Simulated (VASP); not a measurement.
Computed with PBEsol GGA, VASP's PBE PAW potentials (set 64) (plane waves; VASP).

Input for VASP

File POSCAR:
```
SnO
1
    3.3195419886     0.0000000000     0.0000000000
    0.0000000000     5.7011499014     0.0000000000
    0.0000000000     0.0000000000     3.8137393448
Sn O
2 2
Direct
  0.0000000000   0.2356434178   0.5317366640
  0.5000000000   0.7643565822   0.0317366640
  0.0000000000   0.8820132740   0.7182633360
  0.5000000000   0.1179867260   0.2182633360
```

### KPOINTS
```
k-points along high-symmetry lines
7
Line-mode
Reciprocal
  0.000000   0.000000   0.000000 ! GAMMA
  0.500000   0.000000   0.000000 ! X

  0.500000   0.000000   0.000000 ! X
  0.500000   0.500000   0.000000 ! S

  0.500000   0.500000   0.000000 ! S
  0.000000   0.500000   0.000000 ! Y

  0.000000   0.500000   0.000000 ! Y
  0.000000   0.000000   0.000000 ! GAMMA

  0.000000   0.000000   0.000000 ! GAMMA
  0.000000   0.000000   0.500000 ! Z

  0.000000   0.000000   0.500000 ! Z
  0.500000   0.000000   0.500000 ! U

  0.500000   0.000000   0.500000 ! U
  0.500000   0.500000   0.500000 ! R

  0.500000   0.500000   0.500000 ! R
  0.000000   0.500000   0.500000 ! T

  0.000000   0.500000   0.500000 ! T
  0.000000   0.000000   0.500000 ! Z

  0.500000   0.000000   0.000000 ! X
  0.500000   0.000000   0.500000 ! U

  0.000000   0.500000   0.000000 ! Y
  0.000000   0.500000   0.500000 ! T

  0.500000   0.500000   0.000000 ! S
  0.500000   0.500000   0.500000 ! R
```

INCAR:
```
! general
SYSTEM  = SnO
PREC    = Accurate
ENCUT   = 520
LREAL   = .FALSE.
LASPH   = .TRUE.
ICHARG  = 11

! electronic loop
EDIFF   = 1E-7
NELM    = 100
ALGO    = Normal
LMAXMIX = 4

! smearing
ISMEAR  = 0
SIGMA   = 0.05

! functional
GGA     = PS

! output
LWAVE   = .FALSE.
LCHARG  = .FALSE.
LORBIT  = 11
```

POTCAR, in this order: Sn_d O (PBE.64 set). Program: vasp_std. Read from the step before: CHGCAR.

The resulting files:

OUTCAR:
```
 ion  position               nearest neighbor table
   1  0.000  0.236  0.532-   3 2.14   4 2.15   4 2.15   2 3.69   2 3.69   2 3.69   2 3.69
   2  0.500  0.764  0.032-   4 2.14   3 2.15   3 2.15   1 3.69   1 3.69   1 3.69   1 3.69
   3  0.000  0.882  0.718-   1 2.14   2 2.15   2 2.15
   4  0.500  0.118  0.218-   2 2.14   1 2.15   1 2.15
  LATTYP: Found a simple orthorhombic cell.
 ALAT       =     3.3195419886
 B/A-ratio  =     1.1488751635
 C/A-ratio  =     1.7174507571
 Subroutine PRICEL returns:
 Original cell was already a primitive cell.
 Subroutine GETGRP returns: Found  4 space group operations
The static configuration has the point symmetry C_1h.
 The point group associated with its full space group is C_2v.
The dynamic configuration has the point symmetry C_1h.
 Subroutine INISYM returns: Found  4 space group operations
   k-points           NKPTS =     84   k-points in BZ     NKDIM =     84   number of bands    NBANDS=     24
   number of dos      NEDOS =    301   number of ions     NIONS =      4
   total plane-waves  NPLWV =  32928
   dimension x,y,z NGX =    28 NGY =   42 NGZ =   28
   dimension x,y,z NGXF=    56 NGYF=   84 NGZF=   56
   ions per type =               2   2
   PREC   = accura    normal or accurate (medium, high low for compatibility)
   ISTART =      0    job   : 0-new  1-cont  2-samecut
   ICHARG =     11    charge: 1-file 2-atom 10-const
   ISPIN  =      1    spin polarized calculation?
   LNONCOLLINEAR =      F non collinear calculations
   LSORBIT =      F    spin-orbit coupling
   INIWAV =      1    electr: 0-lowe 1-rand  2-diag
   ENCUT  =  520.0 eV  38.22 Ry    6.18 a.u.   6.17 10.60  7.09*2*pi/ulx,y,z
   NELM   =    100;   NELMIN=  2; NELMDL= -5     # of ELM steps
   EDIFF  = 0.1E-06   stopping-criterion for ELM
   LREAL  =      F    real-space projection
   NLSPLINE    = F    spline interpolate recip. space projectors
   LMAXMIX     =    4 max onsite mixed and CHGCAR
   VOSKOWN=      0    Vosko Wilk Nusair interpolation
   EDIFFG = 0.1E-05   stopping-criterion for IOM
   NSW    =      0    number of steps for IOM
   NBLOCK =      1;   KBLOCK =      1    inner block; outer block
   IBRION =     -1    ionic relax: 0-MD 1-quasi-New 2-CG
...
```

### OSZICAR
```
       N       E                     dE             d eps       ncg     rms          rms(c)
DAV:   1     0.402810011303E+03    0.40281E+03   -0.21142E+04  4096   0.256E+03
DAV:   2     0.339687190115E+02   -0.36884E+03   -0.36383E+03  4232   0.587E+02
DAV:   3    -0.216337725408E+02   -0.55602E+02   -0.54334E+02  5128   0.194E+02
DAV:   4    -0.237024780424E+02   -0.20687E+01   -0.20671E+01  4352   0.427E+01
DAV:   5    -0.237619634205E+02   -0.59485E-01   -0.59478E-01  5472   0.725E+00
DAV:   6    -0.237642648603E+02   -0.23014E-02   -0.23014E-02  5352   0.121E+00
DAV:   7    -0.237643476525E+02   -0.82792E-04   -0.82792E-04  5936   0.182E-01
DAV:   8    -0.237643483422E+02   -0.68962E-06   -0.68954E-06  5328   0.200E-02
DAV:   9    -0.237643483533E+02   -0.11149E-07   -0.10894E-07  4120   0.271E-03
   1 F= -.23764348E+02 E0= -.23764348E+02  d E =-.177095E-10
```

### OUTCAR
```
 val. band max:        5.8609774767   @ k =   0.0000   0.0000   0.0000

 cond. band min:       7.1133556789   @ k =   0.4167   0.5000   0.0000



 k-point     1 :       0.0000    0.0000    0.0000
  band No.  band energies     occupation
      1     -15.3385      2.00000
      2     -14.9911      2.00000
      3     -14.9199      2.00000
      4     -14.8603      2.00000
      5     -14.8322      2.00000
      6     -14.8234      2.00000
      7     -14.7854      2.00000
      8     -14.7740      2.00000
      9     -14.7225      2.00000
     10     -14.7084      2.00000
     11     -13.2295      2.00000
     12     -11.1709      2.00000
     13      -1.6146      2.00000
     14      -0.3551      2.00000
     15       1.4391      2.00000
     16       1.7287      2.00000
     17       2.0266      2.00000
     18       3.1331      2.00000
     19       3.5821      2.00000
     20       5.8610      2.00000
     21       9.0611      0.00000
     22       9.3005      0.00000
     23      12.2192      0.00000
     24      12.2574      0.00000

 k-point     2 :       0.0833    0.0000    0.0000
  band No.  band energies     occupation
      1     -15.3343      2.00000
      2     -14.9834      2.00000
      3     -14.9152      2.00000
      4     -14.8831      2.00000
      5     -14.8368      2.00000
      6     -14.8219      2.00000
      7     -14.7836      2.00000
      8     -14.7761      2.00000
      9     -14.7234      2.00000
     10     -14.7224      2.00000
     11     -13.1520      2.00000
     12     -11.1641      2.00000
     13      -1.6354      2.00000
     14      -0.3138      2.00000
     15       1.2946      2.00000
     16       1.6372      2.00000
     17       2.0949      2.00000
     18       3.1906      2.00000
     19       3.5684      2.00000
     20       5.8480      2.00000
     21       9.1646      0.00000
     22       9.4308      0.00000
     23      12.2098      0.00000
     24      12.2327      0.00000

...
```

The density is held fixed in this step, so its total energy and stress have no physical meaning. Without a dispersion term in the relaxation, distances and binding between the weakly bound layers, chains or molecules are unreliable, and so is what depends on them. Unless said otherwise, spin-orbit coupling is left out, though it shifts the bands of the heavy elements here.

The structure comes from a computed database's SnO entry (Pmn2_1); how it stands against other phases isn't given here. It was relaxed first, which changed the volume by -10 %.
